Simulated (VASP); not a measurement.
Method: SCAN meta-GGA, VASP's PBE PAW potentials (set 64) (plane waves; VASP).

Input for VASP

**INCAR**
```
# general
SYSTEM   =  PtSe2
PREC     =  Accurate
ENCUT    =  520
LREAL    =  .FALSE.
LASPH    =  .TRUE.

# electronic loop
EDIFF    =  1E-6   # SCF stop (eV)
NELM     =  100   # most electronic steps
ALGO     =  Normal
LMAXMIX  =  6   # l cut-off of mixed one-centre charges
LMIXTAU  =  .TRUE.

# smearing
ISMEAR   =  0
SIGMA    =  0.05   # width (eV)

# functional
METAGGA  =  SCAN

# ions
IBRION   =  2
NSW      =  60
ISIF     =  3   # ions, shape and volume
EDIFFG   =  -0.02   # ionic stop

# output
LWAVE    =  .FALSE.
LCHARG   =  .FALSE.
```

**POSCAR**
```
PtSe2
1
    1.8633621983    -3.2274382429     0.0000000000
    1.8633621983     3.2274382429    -0.0000000000
    0.0000000000     0.0000000000     5.5217656739
Pt Se
1 2
Direct
  1.0000000000   0.0000000000   1.0000000000
  0.3333330000   0.6666670000   0.2331767683
  0.6666670000   0.3333330000   0.7668232317
```

**KPOINTS**
```
K-points
0
Gamma
6 6 4
0 0 0
```

POTCAR, in this order: Pt Se (PBE.64 set). Program: vasp_std.

What will the output report for the number of irreducible k-points (NKPTS), largest plane-wave count, number of space-group operations, FFT grid (NGX, NGY, NGZ)?

| Item | Result |
|---|---|
| number of irreducible k-points (NKPTS) | 24 |
| largest plane-wave count | 1798 |
| number of space-group operations | 12 |
| FFT grid (NGX, NGY, NGZ) | 28 × 28 × 42 |

The compound is PtSe2 in the 1T layered structure. This run relaxes it. Symmetry was kept, so distortions that lower it aren't found. The start is the result of an earlier pass.
